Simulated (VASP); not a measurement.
OSZICAR of a VASP run on NaI (rock salt):

**OSZICAR**
```
       N       E                     dE             d eps       ncg     rms          rms(c)
DAV:   1     0.472197264921E+02    0.47220E+02   -0.62085E+03   646   0.948E+02
DAV:   2    -0.273540759623E+02   -0.74574E+02   -0.70381E+02   719   0.231E+02
DAV:   3    -0.324610546784E+02   -0.51070E+01   -0.50839E+01   770   0.637E+01
DAV:   4    -0.325763571986E+02   -0.11530E+00   -0.11523E+00   744   0.104E+01
DAV:   5    -0.325799399607E+02   -0.35828E-02   -0.35826E-02   745   0.186E+00    0.222E+00
DAV:   6    -0.310197622638E+02    0.15602E+01   -0.39054E-01   647   0.784E+00    0.213E+00
DAV:   7    -0.310395206185E+02   -0.19758E-01   -0.18498E-01   659   0.580E+00    0.548E-01
DAV:   8    -0.311171378563E+02   -0.77617E-01   -0.17111E-01   653   0.391E+00    0.285E-01
DAV:   9    -0.310765653150E+02    0.40573E-01   -0.82257E-02   641   0.341E+00    0.365E-01
DAV:  10    -0.309447693793E+02    0.13180E+00   -0.59764E-02   650   0.321E+00    0.132E-01
DAV:  11    -0.310883481449E+02   -0.14358E+00   -0.42575E-02   638   0.266E+00    0.654E-02
DAV:  12    -0.310855341324E+02    0.28140E-02   -0.93096E-04   737   0.378E-01    0.812E-02
DAV:  13    -0.310874076036E+02   -0.18735E-02   -0.39018E-03   641   0.806E-01    0.350E-02
DAV:  14    -0.310896350368E+02   -0.22274E-02   -0.44274E-04   641   0.243E-01    0.128E-02
DAV:  15    -0.310896404205E+02   -0.53836E-05   -0.23973E-05   692   0.617E-02
   1 F= -.31089640E+02 E0= -.31089640E+02  d E =-.310896E+02
```

Which electronic solver shows in the log?

It is blocked Davidson (ALGO = Normal, or the opening steps of other solvers). The INCAR had ALGO = Normal.

Can the final energy be trusted as converged?

The run converged. It stopped with EDIFF = 1E-5, NELM = 100, NSW = 20 and EDIFFG = -0.03 after 1 ionic step (r2SCAN meta-GGA, plane waves, VASP's PBE PAW potentials (set 64)).

The compound is NaI in the rock salt structure. It was relaxed first.
